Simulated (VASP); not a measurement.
## Ti2TeAs2: relaxation of cell and atoms with PBE

The system is Ti2TeAs2.

```
Ti Te As
1.0
     3.90000    0.00000    0.00000
    -1.95000    3.37750    0.00000
     0.00000    0.00000    8.00000
Ti Te As
2 1 2
Direct
  0.66667 0.33333 0.76000
  0.33333 0.66667 0.24000
  0.00000 0.00000 0.00000
  0.33333 0.66667 0.62000
  0.66667 0.33333 0.38000
```

The cell was built by a generator and needn't be a form met in nature.

- Program: VASP 6.6.1
- Task: relaxation of cell and atoms
- Functional: PBE
- Potentials or basis: VASP PAW PBE potentials, release 64 (Ti_sv, Te, As)
- Cutoff: 520 eV
- k mesh: 4 × 4 × 2
- Occupations: gaussian, width 0.15 eV
- Spin: no spin polarisation
- Further INCAR settings: PREC = Normal; ALGO = Fast; EDIFF = 0.0001; IBRION = 2; EDIFFG = -0.08; NSW = 24; ISIF = 3

```yaml
Relaxed_volume: 21.44 Å³/atom
Relaxed_cell: a = 4.077 Å, b = 4.077 Å, c = 7.444 Å, α = 90.00°, β = 90.00°, γ = 120.00°
Space_group_after_relaxing_to_0.05_Å: P-3m1 (No. 164)
Energy_gained_by_relaxing: 62.1 meV/atom
Ionic_steps: 17
Pressure_after_relaxing: 0.1 GPa
Largest_force_after_relaxing: 0.070 eV/Å
Band_gap_on_the_k_mesh: none (metal or under the smearing width)
```

Forces in eV/Å, atoms in the order of the input:
```
Ti   0.000  0.000 -0.070
Ti   0.000  0.000  0.070
Te   0.000  0.000  0.000
As   0.000  0.000 -0.024
As   0.000  0.000  0.024
```

Stress tensor (GPa, compression positive):
```
 0.38  0.00  0.00
 0.00  0.38  0.00
 0.00  0.00 -0.35
```

Step by step:
```tsv
step	energy change (eV)	largest force (eV/Å)	pressure (GPa)	volume (Å³)
1	0.0000	0.4043	1.39	105.38
2	-0.1002	0.4440	-1.16	108.15
3	-0.1587	0.7376	-3.68	111.83
4	-0.2100	0.6448	-3.71	111.37
5	-0.2427	0.3807	-2.00	109.81
6	-0.2558	0.5310	-2.70	110.51
7	-0.2572	0.3817	-2.72	110.37
8	-0.2851	0.3422	-1.62	108.72
9	-0.2993	0.1679	0.51	105.79
10	-0.3003	0.1977	0.69	106.04
11	-0.2977	0.2575	0.00	107.38
12	-0.3005	0.2028	-0.05	106.61
13	-0.3006	0.2023	0.39	106.30
14	-0.3032	0.1704	0.47	106.42
15	-0.3084	0.1057	0.47	106.78
16	-0.3091	0.0407	0.32	107.48
17	-0.3106	0.0705	0.14	107.18
```

Final structure:
```cif
data_structure
_symmetry_space_group_name_H-M 'P 1'
_symmetry_Int_Tables_number 1
_cell_length_a 4.0774
_cell_length_b 4.0774
_cell_length_c 7.4439
_cell_angle_alpha 90.000
_cell_angle_beta 90.000
_cell_angle_gamma 120.000
_cell_volume 107.18
loop_
_atom_site_label
_atom_site_type_symbol
_atom_site_fract_x
_atom_site_fract_y
_atom_site_fract_z
_atom_site_occupancy
Ti1 Ti 0.66667 0.33333 0.74922 1
Ti2 Ti 0.33333 0.66667 0.25078 1
Te1 Te 0.00000 0.00000 0.00000 1
As1 As 0.33333 0.66667 0.61348 1
As2 As 0.66667 0.33333 0.38652 1
```

Levels at points of the mesh, in eV from the Fermi level:
| k point | band 17 | band 18 | band 19 | band 20 | band 21 | band 22 | band 23 | band 24 |
| --- | --- | --- | --- | --- | --- | --- | --- | --- |
| (0.00, 0.00, 0.00) | -2.58 | -0.35 | -0.35 | 0.05 | 0.05 | 0.07 | 0.97 | 0.97 |
| (0.50, 0.00, 0.00) | -2.54 | -0.95 | -0.73 | -0.68 | 0.29 | 0.68 | 0.73 | 0.81 |
| (0.00, 0.00, 0.50) | -1.16 | -0.86 | -0.86 | -0.59 | 0.20 | 0.20 | 0.35 | 0.35 |
| (0.50, 0.00, 0.50) | -2.57 | -1.94 | -0.64 | -0.50 | 0.63 | 0.68 | 0.73 | 0.91 |

Wall time 4 min on 1 thread of AMD EPYC 7R13 Processor (Zen 3), with other jobs on the host, peak memory 0.16 GiB.

Caveat: the k mesh is coarse (spacing up to 0.47 Å⁻¹), so the values aren't converged; the relaxation stopped at a loose force limit of 0.08 eV/Å, so its end isn't a converged minimum. The run has no spin-orbit coupling, so splittings on Te are missing.
